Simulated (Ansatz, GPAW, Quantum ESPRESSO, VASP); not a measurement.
## CaBr2 (P1, 6 atoms in the cell) computed with different codes at matched settings

Self-consistent single point.

```
CELL_PARAMETERS angstrom
      6.80812     0.00000     0.00000
      0.00000     6.80812     0.00000
      0.00000     0.00000     4.37987
ATOMIC_POSITIONS crystal
  Ca 0.01819 0.00823 0.00694
  Ca 0.49928 0.49101 0.51083
  Br 0.79944 0.19818 0.51831
  Br 0.19825 0.80784 0.49721
  Br 0.30789 0.29639 0.97595
  Br 0.67693 0.69835 0.99076
```

Shared settings, as Ansatz (a quantum-chemistry and plane-wave program) writes them: kpoints.mp_grid.grid = 1 1 2; scf.occupations.method = fixed. Potentials and cutoffs stand in the table.

```csv
code,model,pressure (GPa),largest force (eV/Å),cutoff
GPAW,"PBEsol, GPAW PAW datasets PBEsol (made by gpaw-setup)",-0.20,0.580,550 eV
Quantum ESPRESSO,"PBEsol, PseudoDojo standard norm-conserving (PBESOL) pseudopotentials",-0.33,0.563,70 Ry
VASP,"PBEsol, VASP's PBE PAW potentials (set 64)",-0.25,0.576,300 eV
Ansatz,"PBEsol, PAW files made with PBE",-0.31,0.564,30.9 Ry
```

Size of the force on each atom (eV/Å): Sizes of forces hide their directions.

```json
[
 {"code": "GPAW", "Ca1": "0.580", "Ca2": "0.571", "Br3": "0.316", "Br4": "0.098", "Br5": "0.388", "Br6": "0.321"},
 {"code": "Quantum ESPRESSO", "Ca1": "0.563", "Ca2": "0.554", "Br3": "0.314", "Br4": "0.088", "Br5": "0.377", "Br6": "0.303"},
 {"code": "VASP", "Ca1": "0.576", "Ca2": "0.566", "Br3": "0.313", "Br4": "0.098", "Br5": "0.385", "Br6": "0.319"},
 {"code": "Ansatz", "Ca1": "0.564", "Ca2": "0.555", "Br3": "0.313", "Br4": "0.090", "Br5": "0.378", "Br6": "0.305"}
]
```

The spread over the programs that give each value: pressure within 0.13 GPa; largest force within 0.017 eV/Å.

Ansatz's pressure is given at a fixed set of plane waves, as the other plane-wave codes print theirs.

On the base mesh (2 2 3) the same programs gave: Quantum ESPRESSO pressure -0.53 GPa, gap on the mesh 4.331 eV; Ansatz pressure -0.51 GPa, gap on the mesh 4.332 eV; GPAW pressure -0.39 GPa; VASP pressure -0.46 GPa.

VASP's run is marked for a possible Pulay error in its stress at this cutoff; no cutoff test was made.

VASP ran the fixed occupations as a Gaussian smearing of 0.01 eV.

The starting cell comes from a database of computed structures (which also holds hypothetical and non-ambient phases and stackings), without a prior relaxation at this level. Its atoms were displaced at random from the sites of space group no. 136.

Left out of this page: CP2K (on another mesh); Elk, FLEUR and SIESTA (not drawn, or without a comparable value).

Keys are those of Ansatz 0.2.
